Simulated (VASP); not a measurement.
Calculation: PBE GGA, VASP's PBE PAW potentials (set 64) (plane waves; VASP).

VASP ran on this input.

File POSCAR:
```
F atom
13.0
  0.9230769231   0.0000000000   0.0000000000
  0.0000000000   0.9615384615   0.0000000000
  0.0000000000   0.0000000000   1.0000000000
F
1
Direct
  0.0000000000   0.0000000000   0.0000000000
```

KPOINTS:
```
Automatic mesh
0
Gamma
1 1 1
0 0 0
```

### INCAR
```
! general
SYSTEM  = F atom
PREC    = Normal
ENCUT   = 520
LREAL   = .False.
LASPH   = .True.
ISYM    = 0

! electronic loop
EDIFF   = 1E-6   ! SCF stop (eV)
NELM    = 100
ALGO    = Normal   ! blocked Davidson

! smearing
ISMEAR  = 0
SIGMA   = 0.01   ! width (eV)

! functional
GGA     = PE   ! PBE

! spin
ISPIN   = 2   ! spin-polarised
MAGMOM  = 1
NUPDOWN = 1

! output
LWAVE   = .True.
LCHARG  = .False.
LORBIT  = 10
```

POTCAR, in this order: F (PBE.64 set). Program: vasp_gam.

What VASP printed:

OUTCAR:
```
 ion  position               nearest neighbor table
   1  0.000  0.000  0.000-
 Subroutine IBZKPT returns following result:
 Found      1 irreducible k-points:

 Following reciprocal coordinates:
            Coordinates               Weight
  0.000000  0.000000  0.000000      1.000000
   k-points           NKPTS =      1   k-points in BZ     NKDIM =      1   number of bands    NBANDS=      8
   number of dos      NEDOS =    301   number of ions     NIONS =      1
   total plane-waves  NPLWV = 392000
   dimension x,y,z NGX =    70 NGY =   70 NGZ =   80
   dimension x,y,z NGXF=   140 NGYF=  140 NGZF=  160
   ions per type =               1
   PREC   = normal    normal or accurate (medium, high low for compatibility)
   ISTART =      0    job   : 0-new  1-cont  2-samecut
   ICHARG =      2    charge: 1-file 2-atom 10-const
   ISPIN  =      2    spin polarized calculation?
   LNONCOLLINEAR =      F non collinear calculations
   LSORBIT =      F    spin-orbit coupling
   INIWAV =      1    electr: 0-lowe 1-rand  2-diag
   ENCUT  =  520.0 eV  38.22 Ry    6.18 a.u.  22.31 23.24 24.17*2*pi/ulx,y,z
   NELM   =    100;   NELMIN=  2; NELMDL= -5     # of ELM steps
   EDIFF  = 0.1E-05   stopping-criterion for ELM
   LREAL  =      F    real-space projection
   NLSPLINE    = F    spline interpolate recip. space projectors
   LMAXMIX     =    2 max onsite mixed and CHGCAR
   VOSKOWN=      0    Vosko Wilk Nusair interpolation
   EDIFFG = 0.1E-04   stopping-criterion for IOM
   NSW    =      0    number of steps for IOM
   NBLOCK =      1;   KBLOCK =      1    inner block; outer block
   IBRION =     -1    ionic relax: 0-MD 1-quasi-New 2-CG
   NFREE  =      0    steps in history (QN), initial steepest desc. (CG)
   ISIF   =      2    stress and relaxation
   ISYM   =      0    0-nonsym 1-usesym 2-fastsym
   TEIN   =    0.0    initial temperature
   TEBEG  =    0.0;   TEEND  =   0.0 temperature during run
   SMASS  =  -3.00    Nose mass-parameter (am)
   PSTRESS=    0.0 pullay stress
   NELECT =       7.0000    total number of electrons
...
```

OSZICAR:
```
       N       E                     dE             d eps       ncg     rms          rms(c)
DAV:   1     0.671817040402E+02    0.67182E+02   -0.11162E+03    32   0.369E+02
DAV:   2     0.569757458878E+02   -0.10206E+02   -0.10206E+02    32   0.608E+01
DAV:   3     0.117453833505E+02   -0.45230E+02   -0.45230E+02    64   0.212E+01
DAV:   4    -0.171705533057E+00   -0.11917E+02   -0.11917E+02    32   0.513E+01
DAV:   5    -0.418468289539E+00   -0.24676E+00   -0.23935E+00    32   0.995E+00    0.483E-01
DAV:   6    -0.434732713382E+00   -0.16264E-01   -0.31084E-02    32   0.146E+00    0.712E+00
DAV:   7    -0.293505001947E+00    0.14123E+00   -0.77226E-03    32   0.865E-01    0.405E+00
DAV:   8    -0.338276328673E+00   -0.44771E-01   -0.14412E-02    64   0.371E-01    0.478E+00
DAV:   9    -0.348621936992E+00   -0.10346E-01   -0.10441E-01    64   0.430E-01    0.364E+00
DAV:  10    -0.374104261957E+00   -0.25482E-01   -0.63735E-02    32   0.776E-01    0.611E+00
DAV:  11    -0.355756781931E+00    0.18347E-01   -0.18364E-02    64   0.927E-01    0.236E+00
DAV:  12    -0.409423459013E+00   -0.53667E-01   -0.41476E-02    32   0.609E-01    0.608E+00
DAV:  13    -0.354074782771E+00    0.55349E-01   -0.34585E-02    32   0.548E-01    0.359E+00
DAV:  14    -0.368377804009E+00   -0.14303E-01   -0.39848E-03    48   0.445E-01    0.112E+00
DAV:  15    -0.409328957290E+00   -0.40951E-01   -0.48080E-03    32   0.494E-01    0.213E+00
DAV:  16    -0.399017597000E+00    0.10311E-01   -0.41912E-04    40   0.295E-01    0.133E+00
DAV:  17    -0.407890965123E+00   -0.88734E-02   -0.17943E-03    32   0.234E-01    0.100E+00
DAV:  18    -0.418993096488E+00   -0.11102E-01   -0.22871E-03    48   0.341E-01    0.902E-01
DAV:  19    -0.420598663321E+00   -0.16056E-02   -0.13938E-03    32   0.282E-01    0.577E-01
DAV:  20    -0.422742730641E+00   -0.21441E-02   -0.14350E-03    32   0.181E-01    0.791E-01
DAV:  21    -0.421437135112E+00    0.13056E-02   -0.15321E-03    48   0.221E-01    0.427E-01
DAV:  22    -0.425406388036E+00   -0.39693E-02   -0.80787E-04    32   0.226E-01    0.496E-01
DAV:  23    -0.424545861188E+00    0.86053E-03   -0.47370E-04    32   0.150E-01    0.254E-01
DAV:  24    -0.426448058310E+00   -0.19022E-02   -0.31316E-04    32   0.162E-01    0.303E-01
DAV:  25    -0.425900767348E+00    0.54729E-03   -0.95954E-05    32   0.136E-01    0.279E-01
DAV:  26    -0.425714660891E+00    0.18611E-03   -0.14183E-06    64   0.181E-02    0.260E-01
DAV:  27    -0.425806656701E+00   -0.91996E-04   -0.56658E-07    32   0.886E-03    0.228E-01
DAV:  28    -0.425962699378E+00   -0.15604E-03   -0.22260E-06    32   0.187E-02    0.129E-01
DAV:  29    -0.426457890376E+00   -0.49519E-03   -0.14119E-05    32   0.531E-02    0.121E-01
DAV:  30    -0.426756293543E+00   -0.29840E-03   -0.31671E-05    32   0.333E-02    0.500E-02
DAV:  31    -0.427364592049E+00   -0.60830E-03   -0.24132E-05    32   0.664E-02    0.253E-02
DAV:  32    -0.427358464020E+00    0.61280E-05   -0.33760E-07    40   0.682E-03    0.253E-02
DAV:  33    -0.427356748060E+00    0.17160E-05   -0.26494E-07    32   0.339E-03    0.226E-02
DAV:  34    -0.427365514735E+00   -0.87667E-05   -0.40079E-07    32   0.771E-03    0.299E-02
DAV:  35    -0.427349034030E+00    0.16481E-04   -0.34557E-07    32   0.863E-03    0.283E-02
DAV:  36    -0.427345767925E+00    0.32661E-05   -0.89753E-08    32   0.463E-03    0.227E-02
DAV:  37    -0.427360683173E+00   -0.14915E-04   -0.10964E-07    48   0.464E-03    0.156E-02
DAV:  38    -0.427379956882E+00   -0.19274E-04   -0.87666E-08    40   0.448E-03    0.115E-02
DAV:  39    -0.427391368341E+00   -0.11411E-04   -0.85338E-08    32   0.530E-03    0.935E-03
DAV:  40    -0.427396138170E+00   -0.47698E-05   -0.53014E-08    56   0.391E-03    0.811E-03
DAV:  41    -0.427397821861E+00   -0.16837E-05   -0.38468E-08    32   0.264E-03    0.317E-03
DAV:  42    -0.427401735265E+00   -0.39134E-05   -0.12476E-07    48   0.514E-03    0.500E-03
DAV:  43    -0.427401585381E+00    0.14988E-06   -0.60897E-08    48   0.340E-03
   1 F= -.42740159E+00 E0= -.42354503E+00  d E =-.771311E-02  mag=     1.0000
```

OUTCAR:
```
------------------------ aborting loop because EDIFF is reached ----------------------------------------
  FORCE on cell =-STRESS in cart. coord.  units (eV):
  Direction    XX          YY          ZZ          XY          YZ          ZX
  --------------------------------------------------------------------------------------
  Total       -0.0429855     -0.0427139     -0.0482548     -0.0000180     -0.0000231      0.0000182
  in kB       -0.0353181     -0.0350950     -0.0396476     -0.0000148     -0.0000190      0.0000150
  external PRESSURE =      -0.0366869 kB  Pullay stress =       0.0000000 kB
  volume of cell :     1950.00
      direct lattice vectors                 reciprocal lattice vectors
    12.000000000  0.000000000  0.000000000     0.083333333  0.000000000  0.000000000
     0.000000000 12.500000000  0.000000000     0.000000000  0.080000000  0.000000000
     0.000000000  0.000000000 13.000000000     0.000000000  0.000000000  0.076923077
 POSITION                                       TOTAL-FORCE (eV/Angst)
 -----------------------------------------------------------------------------------
      0.00000      0.00000      0.00000         0.000000      0.000000      0.000000
 -----------------------------------------------------------------------------------
    total drift:                                0.000000      0.000000      0.000000
  FREE ENERGIE OF THE ION-ELECTRON SYSTEM (eV)
  ---------------------------------------------------
  free  energy   TOTEN  =        -0.4274015854 eV

  energy  without entropy=       -0.4196884708  energy(sigma->0) =       -0.42354503

 total charge

# of ion       s       p       d       tot
------------------------------------------
    1        1.761   3.994   0.000   5.755

 magnetization (x)

# of ion       s       p       d       tot
------------------------------------------
    1        0.003   0.843   0.000   0.847
```
(Selected blocks of OUTCAR.)

The atom may not be in its lowest state.

The cell is a free atom in a box.
